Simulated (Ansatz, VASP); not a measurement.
# Ge (Germanium) in two plane-wave programs, part 3 of 3

Aim: how closely do two programs agree when they are given the same cell, functional and k mesh? The cell is taken from a series of runs on this material, whose earlier steps may have relaxed, scaled, displaced or heated it; both programs get it as it stands.

VASP 6.6.1 and Ansatz 0.2.0.

So far: The structure; Ansatz: zone-centre phonons, PBEsol; VASP: zone-centre phonons, PBEsol.

## (3) VASP: zone-centre phonons, PBEsol (continued)

Level of this step: PBEsol; plane waves and PAW (Ge_d) (VASP).

Numbers of over 12 decimals in the logs are rounded to 6 here.

From OUTCAR (step 3):

```text
ion  position               nearest neighbor table
   1  0.500  0.500  0.500-   2 2.47   2 2.47   2 2.47   2 2.47
   2  0.750  0.750  0.750-   1 2.47   1 2.47   1 2.47   1 2.47

  LATTYP: Found a body centered tetragonal cell.
 ALAT       =     3.9922827161
 C/A-ratio  =     1.4500614550

 Subroutine GETGRP returns: Found  4 space group operations
 (whereof  2 operations were pure point group operations)

The static configuration has the point symmetry C_1h.
 The point group associated with its full space group is C_2h.

   k-points           NKPTS =   1728   k-points in BZ     NKDIM =   1728   number of bands    NBANDS=     20

   dimension x,y,z NGX =    30 NGY =   30 NGZ =   30
   dimension x,y,z NGXF=    60 NGYF=   60 NGZF=   60

   ENCUT  =  500.0 eV  36.75 Ry    6.06 a.u.   7.37  7.37  7.28*2*pi/ulx,y,z

   NELECT =      28.0000    total number of electrons

 k-points in reciprocal lattice and weights: Points of the shifted mesh
   0.04166667  0.04166667  0.04166667       0.001
   0.04166667  0.04166667  0.12500000       0.001
   0.04166667  0.04166667  0.20833333       0.001
   0.04166667  0.04166667  0.29166667       0.001
   0.04166667  0.04166667  0.37500000       0.001
   0.04166667  0.04166667  0.45833333       0.001
   0.04166667  0.04166667  0.54166667       0.001
   0.04166667  0.04166667  0.62500000       0.001
   0.04166667  0.04166667  0.70833333       0.001
[...]
0.95833333  0.95833333  0.87500000       0.001
   0.95833333  0.95833333  0.95833333       0.001

 average (electrostatic) potential at core
       1 -74.3282       2 -74.3282

  Total       -0.0398889     -0.0398889     -0.5752422     -0.0031834     -0.0021735     -0.0021736
  in kB       -1.3852940     -1.3852940    -19.9774962     -0.1105546     -0.0754837     -0.0754850
  external PRESSURE =      -7.5826947 kB  Pullay stress =       0.0000000 kB

  energy-cutoff  :      500.00
  volume of cell :       46.13
      direct lattice vectors                 reciprocal lattice vectors
     0.000000000  2.822970181  2.894527642    -0.177118414  0.177118414  0.172739756
     2.822970181  0.000000000  2.894527642     0.177118414 -0.177118414  0.172739756
     2.822970181  2.822970181  0.000000000     0.177118414  0.177118414 -0.172739756

 POSITION                                       TOTAL-FORCE (eV/Angst)
 -----------------------------------------------------------------------------------
      2.82282      2.82282      2.89430         0.000013      0.000013      0.000001
      4.23461      4.23461      4.34201        -0.000013     -0.000013     -0.000001
 -----------------------------------------------------------------------------------
    total drift:                                0.000000      0.000000      0.000000

 Eigenvectors and eigenvalues of the dynamical matrix
 ----------------------------------------------------

   1 f  =    8.586086 THz    53.947972 2PiTHz  286.401017 cm-1    35.509185 meV
             X         Y         Z           dx          dy          dz
      2.822819  2.822819  2.894304     0.154257    0.154257    0.672614
      4.234606  4.234606  4.342015    -0.154257   -0.154257   -0.672614

   2 f  =    8.548780 THz    53.713572 2PiTHz  285.156622 cm-1    35.354899 meV
             X         Y         Z           dx          dy          dz
      2.822819  2.822819  2.894304    -0.500000    0.500000   -0.000000
      4.234606  4.234606  4.342015     0.500000   -0.500000    0.000000

   3 f  =    8.534557 THz    53.624202 2PiTHz  284.682173 cm-1    35.296075 meV
             X         Y         Z           dx          dy          dz
      2.822819  2.822819  2.894304     0.475610    0.475610   -0.218153
      4.234606  4.234606  4.342015    -0.475610   -0.475610    0.218153

   4 f  =    0.000000 THz     0.000001 2PiTHz    0.000005 cm-1     0.000001 meV
             X         Y         Z           dx          dy          dz
      2.822819  2.822819  2.894304     0.079220    0.462943   -0.528591
      4.234606  4.234606  4.342015     0.079220    0.462943   -0.528591

   5 f  =    0.000000 THz     0.000000 2PiTHz    0.000002 cm-1     0.000000 meV
             X         Y         Z           dx          dy          dz
      2.822819  2.822819  2.894304    -0.295395   -0.460708   -0.447761
      4.234606  4.234606  4.342015    -0.295395   -0.460708   -0.447761

   6 f/i=    0.000000 THz     0.000000 2PiTHz    0.000002 cm-1     0.000000 meV
             X         Y         Z           dx          dy          dz
      2.822819  2.822819  2.894304     0.637547   -0.270984   -0.141781
      4.234606  4.234606  4.342015     0.637547   -0.270984   -0.141781

 ELASTIC MODULI CONTR FROM IONIC RELAXATION (kBar)
 Direction    XX          YY          ZZ          XY          YZ          ZX
 --------------------------------------------------------------------------------
 XX          -0.0184     -0.0087     -0.0131      0.3730      1.9458      0.3323
 YY          -0.0087     -0.0184     -0.0131      0.1186      0.6276      1.9035
 ZZ          -0.0131     -0.0131     -0.0127      0.0968      1.2725      1.0819
 XY           0.3730      0.1186      0.0968   -204.0012      2.3539      4.5448
 YZ           1.9458      0.6276      1.2725      2.3539   -220.7665     -0.2964
 ZX           0.3323      1.9035      1.0819      4.5448     -0.2964   -219.1987
 --------------------------------------------------------------------------------
```

## (4) Side by side

Known differences besides the potentials themselves: the cutoff is 420 eV in Ansatz and 500 eV in VASP; Ansatz makes its cores anew for this functional, VASP keeps those of its PBE data sets. Total energies have different zeros and are not compared.

Compared:

```csv
quantity,Ansatz,VASP,difference
optical mode 1 (cm⁻¹),284.3,284.7,-0.14 %
optical mode 2 (cm⁻¹),284.9,285.2,-0.08 %
optical mode 3 (cm⁻¹),285.9,286.4,-0.19 %
```

Modes are paired by rising frequency, not by their patterns, so a pair may set unlike modes beside each other; they are those without the splitting of longitudinal modes.

## (5) Results

| Item | Value |
| --- | --- |
| r.m.s. difference of the optical zone-centre modes, each program's sorted by frequency (zone-centre phonons, PBEsol) | 0.42 cm⁻¹ |

In words: The r.m.s. difference of the optical zone-centre modes, each program's sorted by frequency is 0.42 cm⁻¹ (zone-centre phonons, PBEsol). Such differences can come from data sets, numerical settings and the points named under the comparisons, not from the functional's error against experiment.

[Lines on the potential files, build, host, timing and source positions are cut from VASP's logs without a mark.]

[Logs are printed without paths, hosts, clocks, repeated set-up lines and the standing remarks that a program may print on its own settings, such as how far it seeks lower states.]

[Hosts, paths, dates, database ids (printed as entryN), source tags and the programs' standing remarks are cut or masked in the printed files.]
